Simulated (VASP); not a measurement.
# Cl on the Cs site in Cs2LiYCl6, part 4 of 10

How easily does Cl on the Cs site form in Cs2LiYCl6? The host is relaxed first, then a supercell is run with and without the defect. The start is a cell from a database of measured crystal structures.

VASP 6.6.1, plane waves and PAW; the level of theory is named at each step.

So far. Step 2 (The host at zero pressure): The run ended after 5 ionic steps, 0.214 eV below its first step, once forces and stress met EDIFFG = -0.03. Step 3 (Relax the host again, on a new basis): The start already met the threshold, so nothing moved.

## 5. The perfect supercell

Level of this step: LDA; plane waves and PAW (Cs_sv, Y_sv, Cl, Li) (VASP).

System of this step: Cs2LiYCl6. The cell holds 80 atoms: 16 Cs, 8 Y, 48 Cl and 8 Li. Cell: a = 14.329 Å, b = 14.329 Å, c = 14.329 Å, α = 60.0°, β = 60.0°, γ = 60.0°. It derives from Cs2LiYCl6.

The same cell, mesh and cutoff without the defect give the energy to subtract and, in a gapped host, the band edges to count from, so that most errors cancel.

File INCAR:

```
SYSTEM = Cs2LiYCl6
PREC = Normal
ENCUT = 300
EDIFF = 1E-05
NELM = 120
ISMEAR = 0
SIGMA = 0.05
LREAL = Auto
ALGO = Fast
GGA = CA
LORBIT = 11
LWAVE = .FALSE.
LCHARG = .FALSE.
```

File POSCAR:

```
Cs2LiYCl6
1.0
    0.0000000000     10.1317993904     10.1317993904
   10.1317993904      0.0000000000     10.1317993904
   10.1317993904     10.1317993904      0.0000000000
Cs Y Cl Li
16 8 48 8
Direct
    0.3750000000      0.3750000000      0.3750000000
    0.3750000000      0.3750000000      0.8750000000
    0.3750000000      0.8750000000      0.3750000000
    0.3750000000      0.8750000000      0.8750000000
    0.8750000000      0.3750000000      0.3750000000
    0.8750000000      0.3750000000      0.8750000000
    0.8750000000      0.8750000000      0.3750000000
    0.8750000000      0.8750000000      0.8750000000
    0.1250000000      0.1250000000      0.1250000000
    0.1250000000      0.1250000000      0.6250000000
    0.1250000000      0.6250000000      0.1250000000
    0.1250000000      0.6250000000      0.6250000000
    0.6250000000      0.1250000000      0.1250000000
    0.6250000000      0.1250000000      0.6250000000
    0.6250000000      0.6250000000      0.1250000000
    0.6250000000      0.6250000000      0.6250000000
    0.0000000000      0.0000000000      0.0000000000
    0.0000000000      0.0000000000      0.5000000000
    0.0000000000      0.5000000000      0.0000000000
    0.0000000000      0.5000000000      0.5000000000
    0.5000000000      0.0000000000      0.0000000000
    0.5000000000      0.0000000000      0.5000000000
    0.5000000000      0.5000000000      0.0000000000
    0.5000000000      0.5000000000      0.5000000000
    0.3725490508      0.3725490508      0.1274509492
    0.3725490508      0.3725490508      0.6274509492
    0.3725490508      0.8725490508      0.1274509492
    0.3725490508      0.8725490508      0.6274509492
    0.8725490508      0.3725490508      0.1274509492
    0.8725490508      0.3725490508      0.6274509492
    0.8725490508      0.8725490508      0.1274509492
    0.8725490508      0.8725490508      0.6274509492
    0.1274509492      0.1274509492      0.3725490508
    0.1274509492      0.1274509492      0.8725490508
    0.1274509492      0.6274509492      0.3725490508
    0.1274509492      0.6274509492      0.8725490508
    0.6274509492      0.1274509492      0.3725490508
    0.6274509492      0.1274509492      0.8725490508
    0.6274509492      0.6274509492      0.3725490508
    0.6274509492      0.6274509492      0.8725490508
    0.3725490508      0.1274509492      0.3725490508
    0.3725490508      0.1274509492      0.8725490508
    0.3725490508      0.6274509492      0.3725490508
    0.3725490508      0.6274509492      0.8725490508
    0.8725490508      0.1274509492      0.3725490508
    0.8725490508      0.1274509492      0.8725490508
    0.8725490508      0.6274509492      0.3725490508
    0.8725490508      0.6274509492      0.8725490508
    0.1274509492      0.3725490508      0.3725490508
    0.1274509492      0.3725490508      0.8725490508
    0.1274509492      0.8725490508      0.3725490508
    0.1274509492      0.8725490508      0.8725490508
    0.6274509492      0.3725490508      0.3725490508
    0.6274509492      0.3725490508      0.8725490508
    0.6274509492      0.8725490508      0.3725490508
    0.6274509492      0.8725490508      0.8725490508
    0.1274509492      0.3725490508      0.1274509492
    0.1274509492      0.3725490508      0.6274509492
    0.1274509492      0.8725490508      0.1274509492
    0.1274509492      0.8725490508      0.6274509492
    0.6274509492      0.3725490508      0.1274509492
    0.6274509492      0.3725490508      0.6274509492
    0.6274509492      0.8725490508      0.1274509492
    0.6274509492      0.8725490508      0.6274509492
    0.3725490508      0.1274509492      0.1274509492
    0.3725490508      0.1274509492      0.6274509492
    0.3725490508      0.6274509492      0.1274509492
    0.3725490508      0.6274509492      0.6274509492
    0.8725490508      0.1274509492      0.1274509492
    0.8725490508      0.1274509492      0.6274509492
    0.8725490508      0.6274509492      0.1274509492
    0.8725490508      0.6274509492      0.6274509492
    0.2500000000      0.2500000000      0.2500000000
    0.2500000000      0.2500000000      0.7500000000
    0.2500000000      0.7500000000      0.2500000000
    0.2500000000      0.7500000000      0.7500000000
    0.7500000000      0.2500000000      0.2500000000
    0.7500000000      0.2500000000      0.7500000000
    0.7500000000      0.7500000000      0.2500000000
    0.7500000000      0.7500000000      0.7500000000
```

File KPOINTS:

```
Automatic mesh
0
Gamma
1 1 1
0 0 0
```

PAW data sets: Cs_sv, Y_sv, Cl and Li (LDA family, release 64).

Command:

```console
$ export OMP_NUM_THREADS=5
$ mpirun -np 1 vasp_gam
```

Output:

```text
[banner, memory and clock lines left out]
running    1 mpi-ranks, on    1 nodes
 distrk:  each k-point on    1 cores,    1 groups
 distr:  one band on    1 cores,    1 groups
 Offloading initialized ...    1 GPUs detected
 POSCAR found type information on POSCAR CsY ClLi
 POSCAR found :  4 types and      80 ions
 LDA part: xc-table for (Slater(with rela. corr.)+CA(PZ))
 , standard interpolation
 POSCAR, INCAR and KPOINTS ok, starting setup
 FFT: planning ... GRIDC
 FFT: planning ... GRID_SOFT
 FFT: planning ... GRID
 WAVECAR not read
 entering main loop
       N       E                     dE             d eps       ncg     rms          rms(c)
DAV:   1     0.531544080653E+04    0.53154E+04   -0.20882E+05   690   0.102E+03
DAV:   2     0.333378866006E+03   -0.49821E+04   -0.47670E+04  1035   0.287E+02
DAV:   3    -0.357969268679E+03   -0.69135E+03   -0.68744E+03   804   0.111E+02
DAV:   4    -0.385489571692E+03   -0.27520E+02   -0.27474E+02   884   0.227E+01
DAV:   5    -0.386691948329E+03   -0.12024E+01   -0.12020E+01  1068   0.406E+00    0.924E+01
RMM:   6    -0.372532489075E+03    0.14159E+02   -0.29421E+01   787   0.552E+00    0.685E+01
RMM:   7    -0.374489640497E+03   -0.19572E+01   -0.53575E+01   853   0.678E+00    0.185E+01
RMM:   8    -0.371594083927E+03    0.28956E+01   -0.24216E+01   812   0.516E+00    0.634E+00
RMM:   9    -0.371260320183E+03    0.33376E+00   -0.16462E+00   828   0.166E+00    0.257E+00
RMM:  10    -0.371292792206E+03   -0.32472E-01   -0.44769E-01   956   0.538E-01    0.170E+00
RMM:  11    -0.371310439549E+03   -0.17647E-01   -0.10928E-01  1171   0.266E-01    0.206E+00
RMM:  12    -0.371295428386E+03    0.15011E-01   -0.36837E-02  1006   0.254E-01    0.116E+00
RMM:  13    -0.371285872822E+03    0.95556E-02   -0.26536E-02   991   0.207E-01    0.439E-01
RMM:  14    -0.371286426474E+03   -0.55365E-03   -0.51840E-03  1237   0.859E-02    0.594E-01
RMM:  15    -0.371286119325E+03    0.30715E-03   -0.14430E-03  1215   0.418E-02    0.743E-01
RMM:  16    -0.371285309836E+03    0.80949E-03   -0.95617E-04  1110   0.360E-02    0.110E+00
RMM:  17    -0.371285237222E+03    0.72614E-04   -0.31465E-03  1203   0.541E-02    0.142E+00
RMM:  18    -0.371285133992E+03    0.10323E-03   -0.40106E-04  1085   0.229E-02    0.121E+00
RMM:  19    -0.371285068685E+03    0.65307E-04   -0.15772E-04   898   0.109E-02    0.110E+00
RMM:  20    -0.371284883433E+03    0.18525E-03   -0.15476E-04  1062   0.135E-02    0.840E-01
RMM:  21    -0.371284751993E+03    0.13144E-03   -0.16668E-04  1083   0.137E-02    0.555E-01
RMM:  22    -0.371284715294E+03    0.36700E-04   -0.51598E-05   820   0.838E-03    0.409E-01
RMM:  23    -0.371284678221E+03    0.37072E-04   -0.88224E-05   960   0.102E-02    0.175E-01
RMM:  24    -0.371284671558E+03    0.66636E-05   -0.35959E-05   649   0.670E-03
   1 F= -.37128467E+03 E0= -.37128467E+03  d E =-.578674E-19
```

Elapsed: 2 min, on 1 × NVIDIA H100 80GB HBM3, 81559 MiB with 1 MPI rank of AMD EPYC 7R13 (Zen 3), card shared with another run, shared host; peak memory 2 GiB.

OUTCAR, selected parts (step 5):

```text
   k-points           NKPTS =      1   k-points in BZ     NKDIM =      1   number of bands    NBANDS=    345

   ENCUT  =  300.0 eV  22.05 Ry    4.70 a.u.  20.24 20.24 20.24*2*pi/ulx,y,z

   NELECT =     576.0000    total number of electrons

 E-fermi :   0.5531

 k-point     1 :       0.0000    0.0000    0.0000
  band No.  band energies     occupation
    ...
    284       0.2033      2.00000
    285       0.2033      2.00000
    286       0.2298      2.00000
    287       0.2298      2.00000
    288       0.2298      2.00000
    289       4.9040      0.00000
    290       4.9040      0.00000
    291       4.9040      0.00000
    292       5.0898      0.00000
    293       5.0898      0.00000
    ...

  Total       -0.6929110     -0.6929110     -0.6929110      0.0000000      0.0000000     -0.0000000
  in kB       -0.5337013     -0.5337013     -0.5337013      0.0000000      0.0000000     -0.0000000
  external PRESSURE =      -0.5337013 kB  Pullay stress =       0.0000000 kB

 POSITION                                       TOTAL-FORCE (eV/Angst)
 -----------------------------------------------------------------------------------
      7.59885      7.59885      7.59885        -0.000000     -0.000000     -0.000000
     12.66475     12.66475      7.59885        -0.000000     -0.000000     -0.000000
     12.66475      7.59885     12.66475        -0.000000     -0.000000     -0.000000
     17.73065     12.66475     12.66475        -0.000000     -0.000000     -0.000000
      7.59885     12.66475     12.66475        -0.000000     -0.000000     -0.000000
     12.66475     17.73065     12.66475        -0.000000     -0.000000     -0.000000
     12.66475     12.66475     17.73065        -0.000000     -0.000000     -0.000000
     17.73065     17.73065     17.73065        -0.000000     -0.000000     -0.000000
      2.53295      2.53295      2.53295        -0.000000     -0.000000     -0.000000
      7.59885      7.59885      2.53295        -0.000000     -0.000000     -0.000000
      7.59885      2.53295      7.59885        -0.000000     -0.000000     -0.000000
     12.66475      7.59885      7.59885        -0.000000     -0.000000     -0.000000
      2.53295      7.59885      7.59885        -0.000000     -0.000000     -0.000000
      7.59885     12.66475      7.59885        -0.000000     -0.000000     -0.000000
      7.59885      7.59885     12.66475        -0.000000     -0.000000     -0.000000
     12.66475     12.66475     12.66475        -0.000000     -0.000000     -0.000000
      0.00000      0.00000      0.00000        -0.000000     -0.000000     -0.000000
      5.06590      5.06590      0.00000        -0.000000     -0.000000     -0.000000
      5.06590      0.00000      5.06590        -0.000000     -0.000000     -0.000000
     10.13180      5.06590      5.06590        -0.000000     -0.000000     -0.000000
      0.00000      5.06590      5.06590        -0.000000     -0.000000     -0.000000
      5.06590     10.13180      5.06590        -0.000000     -0.000000     -0.000000
      5.06590      5.06590     10.13180        -0.000000     -0.000000     -0.000000
     10.13180     10.13180     10.13180        -0.000000     -0.000000     -0.000000
[...]
-----------------------------------------------------------------------------------
    total drift:                                0.000000      0.000000      0.000000

  FREE ENERGIE OF THE ION-ELECTRON SYSTEM (eV)
  ---------------------------------------------------
  free  energy   TOTEN  =      -371.2846715579 eV

  energy  without entropy=     -371.2846715579  energy(sigma->0) =     -371.28467156

[... 1 part as in an earlier step ...]

[... 9 further parts left out ...]
```

Numbers from this step:

```
electronic cycles   : 24
electrons           : 576
free energy (TOTEN) : -371.2847 eV
Fermi energy        : 0.5531 eV
gap on the k-mesh   : 4.674 eV
```

No direct gap is given, since this cell folds other wave vectors onto the zone centre.

The perfect cell has a gap of 4.67 eV on this mesh, with its valence-band top at 0.230 eV, and charged states follow.

## 6. Relaxing the atoms

This step: LDA; plane waves and PAW (Cl) (VASP 6.6.1).

System of this step: Cl2. The cell holds 2 atoms: 2 Cl. Its edges and angles: a = 11.000 Å, b = 11.500 Å, c = 14.000 Å, α = 90.0°, β = 90.0°, γ = 90.0°. Vacuum lies along a, b and c.

The reference for Cl is the Cl2 molecule, relaxed in a box at the cutoff of the large cell.

File INCAR:

```
SYSTEM = Cl
PREC = Normal
ENCUT = 300
EDIFF = 1E-05
NELM = 120
ISMEAR = 0
SIGMA = 0.01
LREAL = Auto
ALGO = Fast
GGA = CA
NBANDS = 13
LORBIT = 11
LWAVE = .FALSE.
LCHARG = .FALSE.
IBRION = 2
NSW = 20
ISIF = 2
EDIFFG = -0.03
POTIM = 0.4
MAXMIX = 40
ISYM = 0
```

File POSCAR:

```
Cl
1.0
   11.0000000000      0.0000000000      0.0000000000
    0.0000000000     11.5000000000      0.0000000000
    0.0000000000      0.0000000000     14.0000000000
Cl
2
Direct
    0.5000000000      0.5000000000      0.4289285700
    0.5000000000      0.5000000000      0.5710714300
```

KPOINTS is that of step 5.

Potentials, in the order of the species: Cl (LDA family, release 64).

Output:

```text
[banner, memory and clock lines left out]
running    1 mpi-ranks, on    1 nodes
 distrk:  each k-point on    1 cores,    1 groups
 distr:  one band on    1 cores,    1 groups
 Offloading initialized ...    1 GPUs detected
 POSCAR found type information on POSCAR Cl
 POSCAR found :  1 types and       2 ions
|                                                                             |
|               ----> ADVICE to this user running VASP <----                  |
|                                                                             |
|     You have a (more or less) 'small supercell' and for smaller cells       |
|     it is recommended to use the reciprocal-space projection scheme!        |
|     The real-space optimization is not efficient for small cells and it     |
|     is also less accurate ...                                               |
|     Therefore, set LREAL=.FALSE. in the INCAR file.                         |
|                                                                             |

 LDA part: xc-table for (Slater(with rela. corr.)+CA(PZ))
 , standard interpolation
 POSCAR, INCAR and KPOINTS ok, starting setup
 FFT: planning ... GRIDC
 FFT: planning ... GRID_SOFT
 FFT: planning ... GRID
 WAVECAR not read
 entering main loop
       N       E                     dE             d eps       ncg     rms          rms(c)
DAV:   1     0.133242861663E+03    0.13324E+03   -0.23845E+03    34   0.386E+02
DAV:   2     0.371247638281E+02   -0.96118E+02   -0.93332E+02    39   0.779E+01
DAV:   3    -0.228498997468E+01   -0.39410E+02   -0.39351E+02    44   0.736E+01
DAV:   4    -0.427488099524E+01   -0.19899E+01   -0.19895E+01    31   0.183E+01
DAV:   5    -0.429523661518E+01   -0.20356E-01   -0.20356E-01    39   0.210E+00    0.111E+01
RMM:   6    -0.406513777170E+01    0.23010E+00   -0.12089E-01    26   0.220E+00    0.670E+00
RMM:   7    -0.397427836070E+01    0.90859E-01   -0.31511E-01    26   0.362E+00    0.376E-01
RMM:   8    -0.397582745982E+01   -0.15491E-02   -0.31038E-02    26   0.141E+00    0.109E-01
RMM:   9    -0.397664115853E+01   -0.81370E-03   -0.61594E-03    28   0.523E-01    0.858E-02
RMM:  10    -0.397759645286E+01   -0.95529E-03   -0.59264E-04    26   0.171E-01    0.345E-02
RMM:  11    -0.397850340480E+01   -0.90695E-03   -0.22351E-04    26   0.945E-02    0.190E-02
RMM:  12    -0.397923889476E+01   -0.73549E-03   -0.11927E-04    25   0.568E-02    0.119E-02
RMM:  13    -0.397951939880E+01   -0.28050E-03   -0.43637E-05    24   0.321E-02    0.144E-02
RMM:  14    -0.397993315657E+01   -0.41376E-03   -0.74511E-05    24   0.380E-02    0.657E-03
RMM:  15    -0.397998025273E+01   -0.47096E-04   -0.10388E-05    19   0.166E-02    0.434E-03
RMM:  16    -0.398005770705E+01   -0.77454E-04   -0.41693E-06    18   0.103E-02    0.165E-03
RMM:  17    -0.398007457365E+01   -0.16867E-04   -0.13831E-06    18   0.620E-03    0.111E-03
RMM:  18    -0.398008274550E+01   -0.81719E-05   -0.48963E-07    14   0.382E-03
   1 F= -.39800827E+01 E0= -.39800827E+01  d E =-.398008E+01
 curvature:   0.00 expect dE= 0.000E+00 dE for cont linesearch  0.000E+00
 trial: gam= 0.00000 g(F)=  0.955E-02 g(S)=  0.000E+00 ort = 0.000E+00 (trialstep = 0.100E+01)
 search vector abs. value=  0.955E-02
 bond charge predicted
       N       E                     dE             d eps       ncg     rms          rms(c)
DAV:   1    -0.398030100037E+01   -0.22643E-03   -0.81227E-01    31   0.450E+00    0.144E+00
RMM:   2    -0.398359326927E+01   -0.32923E-02   -0.28043E-02    26   0.116E+00    0.388E-01
RMM:   3    -0.398031973750E+01    0.32735E-02   -0.50895E-03    26   0.507E-01    0.112E-01
RMM:   4    -0.398229247552E+01   -0.19727E-02   -0.15667E-03    26   0.275E-01    0.113E-01
RMM:   5    -0.398238047038E+01   -0.87995E-04   -0.35088E-04    26   0.116E-01    0.577E-02
RMM:   6    -0.398240294069E+01   -0.22470E-04   -0.55788E-05    22   0.474E-02    0.356E-02
RMM:   7    -0.398244029130E+01   -0.37351E-04   -0.83599E-05    26   0.509E-02    0.161E-02
RMM:   8    -0.398243666192E+01    0.36294E-05   -0.92198E-06    19   0.238E-02
   2 F= -.39824367E+01 E0= -.39824367E+01  d E =-.235392E-02
 trial-energy change:   -0.002354  1 .order   -0.002189   -0.009549    0.005171
 step:   0.6637(harm=  0.6487)  dis= 0.00901  next Energy=    -3.983300 (dE=-0.322E-02)
 bond charge predicted
       N       E                     dE             d eps       ncg     rms          rms(c)
DAV:   1    -0.398308712507E+01   -0.64683E-03   -0.90798E-02    31   0.151E+00    0.475E-01
RMM:   2    -0.398327240844E+01   -0.18528E-03   -0.21659E-03    26   0.338E-01    0.886E-02
RMM:   3    -0.398326154852E+01    0.10860E-04   -0.31177E-04    26   0.126E-01    0.251E-02
RMM:   4    -0.398331625786E+01   -0.54709E-04   -0.64315E-05    21   0.508E-02    0.148E-02
RMM:   5    -0.398332513709E+01   -0.88792E-05   -0.15410E-05    20   0.249E-02
   3 F= -.39833251E+01 E0= -.39833251E+01  d E =-.324239E-02
 curvature:  -0.32 expect dE=-0.314E-06 dE for cont linesearch -0.314E-06
 trial: gam=-0.00997 g(F)=  0.969E-06 g(S)=  0.000E+00 ort = 0.962E-04 (trialstep = 0.933E+00)
 search vector abs. value=  0.217E-09
 reached required accuracy - stopping structural energy minimisation
```

It took 11 s on 1 × NVIDIA H100 80GB HBM3, 81559 MiB with 1 MPI rank; peak memory 1.7 GiB.

Parts of OUTCAR (step 6):

```text
   k-points           NKPTS =      1   k-points in BZ     NKDIM =      1   number of bands    NBANDS=     13

   ENCUT  =  300.0 eV  22.05 Ry    4.70 a.u.  15.53 16.24 19.77*2*pi/ulx,y,z

   NELECT =      14.0000    total number of electrons

 E-fermi :  -7.0940

 k-point     1 :       0.0000    0.0000    0.0000
  band No.  band energies     occupation
    ...
      3     -11.9498      2.00000
      4      -9.9629      2.00000
      5      -9.9629      2.00000
      6      -7.1523      2.00000
      7      -7.1523      2.00000
      8      -4.0736      0.00000
      9      -0.3215      0.00000
     10       0.5293      0.00000
     11       0.6294      0.00000
     12       0.9358      0.00000
    ...

  Total       -0.1801660     -0.1830634     -0.1141411     -0.0000029      0.0000012      0.0000007
  in kB       -0.1629914     -0.1656127     -0.1032605     -0.0000026      0.0000011      0.0000006
  external PRESSURE =      -0.1439549 kB  Pullay stress =       0.0000000 kB

 POSITION                                       TOTAL-FORCE (eV/Angst)
 -----------------------------------------------------------------------------------
      5.50000      5.75000      6.01401         0.000006      0.000014      0.003543
      5.50000      5.75000      7.98599        -0.000006     -0.000014     -0.003543
 -----------------------------------------------------------------------------------
    total drift:                               -0.000025      0.000006     -0.000057

  FREE ENERGIE OF THE ION-ELECTRON SYSTEM (eV)
  ---------------------------------------------------
  free  energy   TOTEN  =        -3.9833251371 eV

  energy  without entropy=       -3.9833251371  energy(sigma->0) =       -3.98332514

[... 2 parts as in an earlier step ...]

[... 6 further parts left out ...]
```

Step by step:

| step | energy less that of the first step (eV) | largest force (eV/Å) |
| --- | --- | --- |
| 1 | 0.0000 | 0.3517 |
| 2 | -0.0024 | 0.1905 |
| 3 | -0.0032 | 0.0035 |

Final coordinates:

```xyz
2
Lattice="11.0000 0.0000 0.0000 0.0000 11.5000 0.0000 0.0000 0.0000 14.0000" Properties=species:S:1:pos:R:3
Cl    5.5000    5.7500    6.0140
Cl    5.5000    5.7500    7.9860
```

This step gave:

| Quantity | Value |
| --- | --- |
| electronic cycles | 31 |
| electrons | 14 |
| free energy (TOTEN) | -3.983 eV |
| gap between the highest filled and lowest empty level | 3.079 eV |

The run ended after 3 ionic steps, 0.003 eV below its first step, once the forces on the free atoms met EDIFFG = -0.03.

Energy at zero smearing: -3.98333 eV.

(Continued in part 5 of 10.)

[Lines on the potential files, build, host, timing and source positions are cut from VASP's logs without a mark.]

[Logs are printed without paths, hosts, clocks, repeated set-up lines and the standing remarks that a program may print on its own settings, such as how far it seeks lower states.]

[Hosts, paths, dates, database ids (printed as entryN), source tags and the programs' standing remarks are cut or masked in the printed files.]

[In band tables of VASP the shares of atoms and orbitals are scaled to a sum of 1 inside the atoms' spheres.]

[Runs that stopped without an error message from VASP are left out.]
